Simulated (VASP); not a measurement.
OSZICAR of a VASP run on Lu$_{3}$TlC (space group Pm-3m):

### OSZICAR
```
       N       E                     dE             d eps       ncg     rms          rms(c)
DAV:   1     0.257643438582E+03    0.25764E+03   -0.18084E+04   400   0.167E+03
DAV:   2    -0.396839031970E+01   -0.26161E+03   -0.25789E+03   384   0.956E+02
DAV:   3    -0.311530003863E+02   -0.27185E+02   -0.26083E+02   402   0.236E+02
DAV:   4    -0.332258643056E+02   -0.20729E+01   -0.19628E+01   384   0.572E+01
DAV:   5    -0.333443227354E+02   -0.11846E+00   -0.10657E+00   368   0.508E+00    0.449E+01
DAV:   6    -0.289633286627E+02    0.43810E+01   -0.29734E+01   320   0.250E+01    0.329E+01
DAV:   7    -0.290487038460E+02   -0.85375E-01   -0.25611E+00   352   0.898E+00    0.166E+01
DAV:   8    -0.290699606517E+02   -0.21257E-01   -0.36430E-01   336   0.349E+00    0.171E+00
DAV:   9    -0.290557782707E+02    0.14182E-01   -0.21822E-01   352   0.185E+00    0.662E-01
DAV:  10    -0.290542140835E+02    0.15642E-02   -0.10616E-02   360   0.652E-01    0.451E-01
DAV:  11    -0.290532480613E+02    0.96602E-03   -0.67306E-03   336   0.357E-01    0.937E-02
DAV:  12    -0.290532934059E+02   -0.45345E-04   -0.54643E-04   352   0.115E-01    0.285E-02
DAV:  13    -0.290532993133E+02   -0.59074E-05   -0.60404E-05   256   0.397E-02    0.132E-02
DAV:  14    -0.290532981253E+02    0.11880E-05   -0.18023E-05   256   0.295E-02    0.259E-03
DAV:  15    -0.290532981480E+02   -0.22671E-07   -0.16495E-06   200   0.185E-02
   1 F= -.29053298E+02 E0= -.29040175E+02  d E =-.262466E-01
```

**Question.** Which electronic solver shows in the log?

**Answer.** It is blocked Davidson (ALGO = Normal, or the opening steps of other solvers). The INCAR had ALGO = Normal.

**Question.** Can the final energy be trusted as converged?

**Answer.** The run converged. It stopped with EDIFF = 1E-6, NELM = 100 (PBEsol GGA, plane waves, VASP's PBE PAW potentials (set 64)).

The structure comes from a computed database's Lu3TlC entry (Pm-3m); how it stands against other phases isn't given here. The cell was not relaxed at this level. The k-mesh is coarse (spacing up to 0.66 per Å, 2π included), so the numbers may not be converged in it. The run is one of a series of settings (KPOINTS 2×2×2 Γ-centred mesh against the base run), some of them coarse on purpose.
